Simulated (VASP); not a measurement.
A run of VASP 6.6.1 is set up as follows.

File INCAR:

```
SYSTEM = Mg2CdO3
ALGO = Fast
EDIFF = 1E-4
EDIFFG = -0.08
ENCUT = 520
GGA = PE
IBRION = 2
ISIF = 3
ISMEAR = 0
LASPH = .True.
LCHARG = .False.
LREAL = .False.
LWAVE = .False.
NELM = 60
NSW = 24
PREC = Normal
SIGMA = 0.15
```

Contents of KPOINTS:

```
k-points
0
Gamma
  5 5 5
  0 0 0
```

The input POSCAR:

```
Mg2CdO3
1.0
   -1.6245816500      2.2993280300      4.8789353100
    1.6245816500     -2.2993280300      4.8789353100
    1.6245816500      2.2993280300     -4.8789353100
Mg Cd O
2 1 3
Direct
    0.6667000000      0.6667000000      0.0000000000
    0.3333000000      0.3333000000      0.0000000000
    0.0000000000      0.0000000000      0.0000000000
    0.8333000000      0.3333000000      0.5000000000
    0.1667000000      0.6667000000      0.5000000000
    0.5000000000      0.0000000000      0.5000000000
```

Potentials or basis: VASP PAW PBE potentials, release 64 (Mg, Cd, O).

Command:

```bash
$ cat potpaw_PBE.64/Mg/POTCAR potpaw_PBE.64/Cd/POTCAR potpaw_PBE.64/O/POTCAR > POTCAR
$ mpirun -np 1 vasp_std > vasp.out
```

Estimate the relaxed volume.

11.11 Å³/atom.

What does it give for the relaxed cell?

a = 5.476 Å, b = 5.476 Å, c = 5.476 Å, α = 146.80°, β = 131.56°, γ = 59.98°.

Final structure:
```xyz
6
Lattice="-1.5643 2.2465 4.7431 1.5643 -2.2465 4.7431 1.5643 2.2465 -4.7431" Properties=species:S:1:pos:R:3 pbc="T T T"
Mg    1.5643    2.2465    1.5973
Mg    0.0000    0.0000    3.1458
Cd    0.0000    0.0000    0.0000
O     0.0000    2.2465    2.9784
O     1.5643    0.0000    1.7647
O     0.0000    2.2465    0.0000
```

Caveat: the k mesh is coarse (spacing up to 0.47 Å⁻¹), so the values aren't converged.
